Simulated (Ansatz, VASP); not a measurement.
# TiSn in two plane-wave programs, part 2 of 3

Wanted: the spread between two codes on one cell, functional and k mesh. The cell is generated by rule, not measured, and may not be a known phase. The cell is taken from a series of runs on this material, whose earlier steps may have relaxed, scaled, displaced or heated it; both programs get it as it stands.

VASP 6.6.1 and Ansatz 0.2.0.

So far: The structure; Ansatz: zone-centre phonons, PBE.

### 3. VASP: zone-centre phonons, PBE

Level of this step: PBE; plane waves and PAW (Ti_sv, Sn_d); invented cell (VASP).

The same cell, functional, mesh and smearing now go to VASP, with its own data sets.

Lines of VASP's logs that name or quote its potential files are left out, and so is its time.

Input file INCAR:

```
SYSTEM = TiSn
PREC = Accurate
ENCUT = 500
EDIFF = 1E-08
NELM = 120
ISMEAR = 1
SIGMA = 0.2
LREAL = .FALSE.
ALGO = Normal
GGA = PE
NBANDS = 32
LASPH = .TRUE.
LORBIT = 11
LWAVE = .FALSE.
LCHARG = .FALSE.
ISIF = 2
IBRION = 8
GGA_COMPAT = .FALSE.
KPAR = 2
```

Input file POSCAR:

```
TiSn
1.0
    4.8029546905      0.0000032201      0.0000000000
   -2.4014801339      4.1594791652      0.0000000000
    0.0000000000      0.0000000000      5.4645909251
Ti Sn
2 2
Direct
    0.3333333332      0.6666666668      0.9375000000
    0.6666666666      0.3333333334      0.4375000000
    0.3333333332      0.6666666668      0.4375000000
    0.6666666666      0.3333333334      0.9375000000
```

Input file KPOINTS:

```
Automatic mesh
0
Gamma
12 12 8
0 0 0
```

PAW data sets: Ti_sv and Sn_d (PBE family, release 64).

Launch:

```bash
$ mpirun -np 2 vasp_std
```

The log of the run:

```text
[banner, memory and clock lines left out]
running    2 mpi-ranks, on    1 nodes
 distrk:  each k-point on    1 cores,    2 groups
 distr:  one band on    1 cores,    1 groups

 POSCAR found type information on POSCAR TiSn
 POSCAR found :  2 types and       4 ions
 LDA part: xc-table for (Slater+PW92), standard interpolation
 POSCAR, INCAR and KPOINTS ok, starting setup
 FFT: planning ... GRIDC
 FFT: planning ... GRID_SOFT
 FFT: planning ... GRID
 WAVECAR not read
 entering main loop
       N       E                     dE             d eps       ncg     rms          rms(c)
DAV:   1     0.588106465814E+03    0.58811E+03   -0.26937E+04  6088   0.221E+03
DAV:   2     0.563153535152E+02   -0.53179E+03   -0.52504E+03  6088   0.599E+02
DAV:   3    -0.185618520429E+02   -0.74877E+02   -0.74104E+02  8720   0.202E+02
DAV:   4    -0.260576593206E+02   -0.74958E+01   -0.74462E+01  9384   0.537E+01
DAV:   5    -0.266033117399E+02   -0.54565E+00   -0.54557E+00  8704   0.101E+01    0.136E+01
DAV:   6    -0.233816370324E+02    0.32217E+01   -0.51467E+01  7880   0.361E+01    0.762E+00
DAV:   7    -0.224724688498E+02    0.90917E+00   -0.11948E+01  7736   0.198E+01    0.313E+00
DAV:   8    -0.224366334649E+02    0.35835E-01   -0.11099E+00  8480   0.637E+00    0.121E+00
DAV:   9    -0.224245111801E+02    0.12122E-01   -0.12177E-01  7912   0.228E+00    0.540E-01
DAV:  10    -0.224262994312E+02   -0.17883E-02   -0.29013E-02  8928   0.910E-01    0.155E-01
DAV:  11    -0.224260136147E+02    0.28582E-03   -0.53606E-03  7920   0.458E-01    0.777E-02
DAV:  12    -0.224260146848E+02   -0.10702E-05   -0.51897E-04  9264   0.125E-01    0.149E-02
DAV:  13    -0.224260185464E+02   -0.38616E-05   -0.31241E-05  7768   0.387E-02    0.610E-03
DAV:  14    -0.224260200618E+02   -0.15154E-05   -0.53814E-06  8744   0.128E-02    0.320E-03
DAV:  15    -0.224260205341E+02   -0.47224E-06   -0.14151E-06  8792   0.515E-03    0.994E-04
DAV:  16    -0.224260203721E+02    0.16196E-06   -0.13970E-07  6800   0.257E-03    0.426E-04
DAV:  17    -0.224260203326E+02    0.39492E-07   -0.78719E-09  5248   0.535E-04    0.258E-04
DAV:  18    -0.224260203206E+02    0.12049E-07   -0.79431E-09  5176   0.479E-04    0.729E-05
DAV:  19    -0.224260203262E+02   -0.56198E-08   -0.10857E-09  4616   0.236E-04
   1 F= -.22426020E+02 E0= -.22428585E+02  d E =0.769435E-02
 Linear response reoptimize wavefunctions to high precision
DAV:   1    -0.224260203293E+02   -0.30614E-08   -0.71071E-10  4512   0.176E-04
DAV:   2    -0.224260203292E+02    0.47294E-10   -0.26289E-10  4472   0.103E-04
 Linear response DOF=           4
 Linear response progress:
  Degree of freedom:   1/  4
       N       E                     dE             d eps       ncg     rms          rms(c)
RMM:   1    -0.741770571211E+00   -0.74177E+00    0.17816E+01 25063   0.933E+01
RMM:   2    -0.686676216244E+00    0.55094E-01   -0.41647E-01 45432   0.361E+00    0.214E-01
RMM:   3    -0.686751160640E+00   -0.74944E-04   -0.31837E-02 52999   0.105E+00    0.941E-02
RMM:   4    -0.687377080111E+00   -0.62592E-03   -0.11618E-02 59575   0.376E-01    0.354E-02
RMM:   5    -0.688544757145E+00   -0.11677E-02   -0.15897E-03 60235   0.144E-01    0.184E-02
RMM:   6    -0.689144634746E+00   -0.59988E-03   -0.63003E-04 60870   0.789E-02    0.131E-02
RMM:   7    -0.689224540307E+00   -0.79906E-04   -0.13268E-04 61313   0.392E-02    0.738E-03
RMM:   8    -0.689404496424E+00   -0.17996E-03   -0.60664E-05 61254   0.235E-02    0.316E-03
RMM:   9    -0.689494383710E+00   -0.89887E-04   -0.34943E-05 61388   0.146E-02    0.713E-04
RMM:  10    -0.689481391684E+00    0.12992E-04   -0.24542E-05 64350   0.894E-03    0.460E-04
RMM:  11    -0.689491677935E+00   -0.10286E-04   -0.23271E-05 64036   0.595E-03    0.177E-04
RMM:  12    -0.689495964913E+00   -0.42870E-05   -0.19441E-05 65056   0.421E-03    0.115E-04
RMM:  13    -0.689499148306E+00   -0.31834E-05   -0.16252E-05 63244   0.322E-03    0.479E-05
RMM:  14    -0.689499367741E+00   -0.21943E-06   -0.14282E-05 65604   0.251E-03    0.410E-05
[...]
RMM:  18    -0.689499590206E+00   -0.21161E-06   -0.75187E-06 62262   0.127E-03    0.318E-05
RMM:  19    -0.689499804313E+00   -0.21411E-06   -0.65123E-06 61518   0.111E-03    0.156E-05
RMM:  20    -0.689499899899E+00   -0.95587E-07   -0.56889E-06 63339   0.975E-04    0.743E-06
RMM:  21    -0.689499905591E+00   -0.56915E-08   -0.47869E-06 65524   0.857E-04    0.153E-05
RMM:  22    -0.689499928010E+00   -0.22419E-07   -0.40225E-06 64041   0.767E-04    0.180E-05
RMM:  23    -0.689499920090E+00    0.79206E-08   -0.36312E-06 58454   0.701E-04    0.366E-05
RMM:  25    -0.689499978487E+00    0.30543E-07   -0.28320E-06 62987   0.576E-04    0.209E-05
RMM:  27    -0.689500016114E+00   -0.10968E-07   -0.22679E-06 62075   0.488E-04    0.183E-05
 first order change of Fermi-energy   0.14480E-04
 force on displaced ion       1 direction 1 :  -6.080   0.002   0.000
 Linear response progress:
  Degree of freedom:   2/  4
       N       E                     dE             d eps       ncg     rms          rms(c)
RMM:   1    -0.710154403876E+00   -0.71015E+00    0.17944E+01  8941   0.929E+01
RMM:   2    -0.668542148101E+00    0.41612E-01   -0.39088E-01 15751   0.338E+00    0.184E-01
RMM:   3    -0.668276140888E+00    0.26601E-03   -0.29970E-02 18034   0.942E-01    0.868E-02
RMM:   4    -0.668316837486E+00   -0.40697E-04   -0.14523E-02 19613   0.404E-01    0.368E-02
RMM:   5    -0.669562882862E+00   -0.12460E-02   -0.20470E-03 19868   0.157E-01    0.309E-02
RMM:   6    -0.669860651058E+00   -0.29777E-03   -0.65656E-04 19908   0.814E-02    0.255E-02
RMM:   7    -0.670054839432E+00   -0.19419E-03   -0.16837E-04 19719   0.458E-02    0.101E-02
RMM:   8    -0.670159396281E+00   -0.10456E-03   -0.83937E-05 19884   0.298E-02    0.322E-03
RMM:   9    -0.670262084108E+00   -0.10269E-03   -0.42997E-05 21007   0.176E-02    0.105E-03
RMM:  10    -0.670232933416E+00    0.29151E-04   -0.39997E-05 21188   0.104E-02    0.439E-04
RMM:  11    -0.670239264440E+00   -0.63310E-05   -0.13417E-05 22181   0.736E-03    0.247E-04
RMM:  12    -0.670245960969E+00   -0.66965E-05   -0.15476E-05 22202   0.542E-03    0.174E-04
RMM:  13    -0.670248734105E+00   -0.27731E-05   -0.89838E-06 21078   0.446E-03    0.775E-05
RMM:  14    -0.670250256613E+00   -0.15225E-05   -0.16876E-05 22000   0.365E-03    0.853E-05
RMM:  15    -0.670250473072E+00   -0.21646E-06   -0.35230E-06 22759   0.310E-03    0.119E-04
RMM:  16    -0.670249515836E+00    0.95724E-06   -0.11105E-05 21586   0.273E-03    0.178E-04
RMM:  17    -0.670249471451E+00    0.44385E-07   -0.22498E-06 22113   0.244E-03    0.215E-04
RMM:  18    -0.670249218949E+00    0.25250E-06   -0.75306E-06 21525   0.221E-03    0.259E-04
RMM:  19    -0.670249880390E+00   -0.66144E-06   -0.22772E-06 20923   0.203E-03    0.257E-04
RMM:  20    -0.670249057556E+00    0.82283E-06   -0.58501E-06 20200   0.193E-03    0.311E-04
RMM:  21    -0.670249541212E+00   -0.48366E-06    0.86858E-07 20562   0.176E-03    0.292E-04
 first order change of Fermi-energy   0.13298E-02
 force on displaced ion       1 direction 3 :   0.000   0.000  -8.577
 Linear response progress:
  Degree of freedom:   3/  4
       N       E                     dE             d eps       ncg     rms          rms(c)
RMM:   1    -0.217370896662E+00   -0.21737E+00    0.86524E-01 31186   0.106E+01
RMM:   2    -0.222566762006E+00   -0.51959E-02   -0.33993E-02 44647   0.977E-01    0.103E-01
RMM:   3    -0.222863712702E+00   -0.29695E-03   -0.39604E-03 52890   0.328E-01    0.483E-02
RMM:   4    -0.223135705738E+00   -0.27199E-03   -0.63348E-04 55359   0.129E-01    0.212E-02
RMM:   5    -0.223274542521E+00   -0.13884E-03   -0.16994E-04 56338   0.546E-02    0.835E-03
RMM:   6    -0.223287455911E+00   -0.12913E-04   -0.68386E-05 55955   0.272E-02    0.760E-03
RMM:   7    -0.223299784827E+00   -0.12329E-04   -0.35273E-05 57430   0.166E-02    0.176E-03
RMM:   8    -0.223287006671E+00    0.12778E-04   -0.23748E-05 60710   0.980E-03    0.643E-04
RMM:   9    -0.223283433709E+00    0.35730E-05   -0.14565E-05 61658   0.599E-03    0.327E-04
RMM:  10    -0.223281472837E+00    0.19609E-05   -0.11809E-05 61594   0.403E-03    0.193E-04
RMM:  11    -0.223281618456E+00   -0.14562E-06   -0.10322E-05 61991   0.280E-03    0.973E-05
RMM:  12    -0.223281626664E+00   -0.82076E-08   -0.83063E-06 61622   0.202E-03    0.544E-05
RMM:  13    -0.223281442924E+00    0.18374E-06   -0.78630E-06 60979   0.149E-03    0.249E-05
RMM:  14    -0.223281478957E+00   -0.36033E-07   -0.68166E-06 64084   0.113E-03    0.357E-05
RMM:  15    -0.223281471454E+00    0.75027E-08   -0.60389E-06 62048   0.865E-04    0.506E-05
RMM:  16    -0.223281253346E+00    0.21811E-06   -0.28909E-06 60396   0.699E-04    0.958E-05
RMM:  17    -0.223281153277E+00    0.10007E-06   -0.20566E-06 59578   0.577E-04    0.765E-05
RMM:  18    -0.223281194355E+00   -0.41078E-07   -0.20497E-06 63370   0.470E-04    0.943E-05
RMM:  19    -0.223281129339E+00    0.65016E-07   -0.18162E-06 54419   0.418E-04    0.636E-05
RMM:  20    -0.223281079633E+00    0.49706E-07   -0.16793E-06 55475   0.373E-04    0.302E-05
RMM:  21    -0.223280994874E+00    0.84759E-07   -0.10683E-06 55411   0.323E-04    0.276E-05
RMM:  22    -0.223280994182E+00    0.69183E-09   -0.82665E-07 61003   0.270E-04    0.276E-05
RMM:  23    -0.223280967046E+00    0.27136E-07   -0.57625E-07 55915   0.244E-04    0.330E-05
 first order change of Fermi-energy  -0.15486E-03
 force on displaced ion       3 direction 1 :  -6.258  -0.004   0.000
 Linear response progress:
  Degree of freedom:   4/  4
       N       E                     dE             d eps       ncg     rms          rms(c)
RMM:   1    -0.223049903753E+00   -0.22305E+00    0.70923E-01 11018   0.100E+01
RMM:   2    -0.226770528356E+00   -0.37206E-02   -0.31046E-02 15962   0.974E-01    0.753E-02
RMM:   3    -0.227464593932E+00   -0.69407E-03   -0.52679E-03 18707   0.320E-01    0.456E-02
RMM:   4    -0.227700997129E+00   -0.23640E-03   -0.65283E-04 18625   0.112E-01    0.260E-02
RMM:   5    -0.227929935280E+00   -0.22894E-03   -0.25982E-04 17742   0.678E-02    0.232E-02
RMM:   6    -0.227941460461E+00   -0.11525E-04   -0.11218E-04 17801   0.372E-02    0.436E-03
RMM:   7    -0.227903793348E+00    0.37667E-04   -0.60775E-05 19981   0.200E-02    0.224E-03
RMM:   8    -0.227911821663E+00   -0.80283E-05   -0.59780E-05 19951   0.114E-02    0.133E-03
RMM:   9    -0.227893787469E+00    0.18034E-04   -0.12864E-05 20763   0.708E-03    0.469E-04
RMM:  10    -0.227896378781E+00   -0.25913E-05   -0.10777E-06 19878   0.485E-03    0.178E-04
RMM:  11    -0.227894979109E+00    0.13997E-05   -0.53691E-06 22120   0.324E-03    0.921E-05
RMM:  12    -0.227894479701E+00    0.49941E-06   -0.48264E-06 21497   0.225E-03    0.703E-05
RMM:  13    -0.227893628239E+00    0.85146E-06    0.38132E-06 21541   0.163E-03    0.404E-05
RMM:  14    -0.227894105563E+00   -0.47732E-06   -0.23121E-06 21967   0.121E-03    0.504E-05
RMM:  15    -0.227894583917E+00   -0.47835E-06    0.10688E-07 20738   0.955E-04    0.921E-05
RMM:  16    -0.227893722712E+00    0.86121E-06   -0.10471E-07 19620   0.773E-04    0.502E-05
RMM:  17    -0.227892960190E+00    0.76252E-06    0.12262E-06 20110   0.634E-04    0.235E-05
RMM:  18    -0.227892999057E+00   -0.38867E-07   -0.62124E-07 21708   0.500E-04    0.208E-05
RMM:  19    -0.227892901522E+00    0.97535E-07    0.10415E-06 21717   0.409E-04    0.225E-05
RMM:  20    -0.227892681314E+00    0.22021E-06    0.17568E-07 19392   0.366E-04    0.122E-05
RMM:  21    -0.227892508525E+00    0.17279E-06    0.79414E-07 21320   0.311E-04    0.135E-05
RMM:  22    -0.227892551599E+00   -0.43074E-07    0.56665E-07 21671   0.270E-04    0.117E-05
RMM:  23    -0.227892531568E+00    0.20031E-07    0.72373E-07 20757   0.241E-04    0.124E-05
 first order change of Fermi-energy  -0.15165E-02
 force on displaced ion       3 direction 3 :  -0.000   0.000  -9.511
 Linear response finished
```

[end of part 2 of 3]

[Lines on the potential files, build, host, timing and source positions are cut from VASP's logs without a mark.]

[Logs are printed without paths, hosts, clocks, repeated set-up lines and the standing remarks that a program may print on its own settings, such as how far it seeks lower states.]

[Hosts, paths, dates, database ids (printed as entryN), source tags and the programs' standing remarks are cut or masked in the printed files.]
